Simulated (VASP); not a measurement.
VASP input:

### KPOINTS
```
Automatic mesh
0
Gamma
7 7 2
0 0 0
```

POSCAR:
```
WS2
1
    3.1466776899    -0.0000000000     0.0000000000
   -1.5733388450     2.7251026302    -0.0000000000
    0.0000000000     0.0000000000    17.0024455922
W S
1 2
Direct
  0.0000000000   0.0000000000   0.0000000000
  0.3333330000   0.6666670000   0.9078014694
  0.3333330000   0.6666670000   0.0921985306
```

### INCAR
```
# general
SYSTEM   =  WS2
PREC     =  Accurate
ENCUT    =  400
LREAL    =  .FALSE.
LASPH    =  .TRUE.

# electronic loop
EDIFF    =  1E-6
NELM     =  100
ALGO     =  Normal
LMAXMIX  =  6
LMIXTAU  =  .TRUE.

# smearing
ISMEAR   =  0
SIGMA    =  0.05

# functional
METAGGA  =  R2SCAN

# ions
IBRION   =  2
NSW      =  60
ISIF     =  3
EDIFFG   =  -0.02

# output
LWAVE    =  .FALSE.
LCHARG   =  .FALSE.
```

POTCAR, in this order: W_sv S (PBE.64 set). Program: vasp_std.

**Question.** Write an equivalent input for Ansatz.

**Answer.** One equivalent input (not run):
Ansatz 0.2 input:
```yaml
crystal:
  lattice:
    - [3.1466777, 0.0000000, 0.0000000]
    - [-1.5733388, 2.7251026, 0.0000000]
    - [0.0000000, 0.0000000, 17.0024456]
  atoms:
    - { symbol: W, position: [0.0000000, 0.0000000, 0.0000000] }
    - { symbol: S, position: [0.3333330, 0.6666670, 0.9078015] }
    - { symbol: S, position: [0.3333330, 0.6666670, 0.0921985] }
kpoints:
  mp_grid: { grid: [7, 7, 2] }
hamiltonian:
  xc: r2scan
  pseudopotentials: { kind: paw }
scf:
  occupations: { method: gaussian, width: 0.05 }
  max_iter: 100
relax:
  max_steps: 60
  f_tol: 0.02
  cell: {}
output: { forces: true, stress: true, eigenvalues: true }
```
What does not carry over: each code has its own PAW files, so the cut-off isn't converted (ENCUT is set for VASP's; basis.ecutwfc is left out, and Ansatz then takes the one that its files recommend); Ansatz stops its SCF on the density residual and VASP on the energy change (EDIFF).

The cell is a sheet with vacuum, built from a database entry that may be metastable or hypothetical.
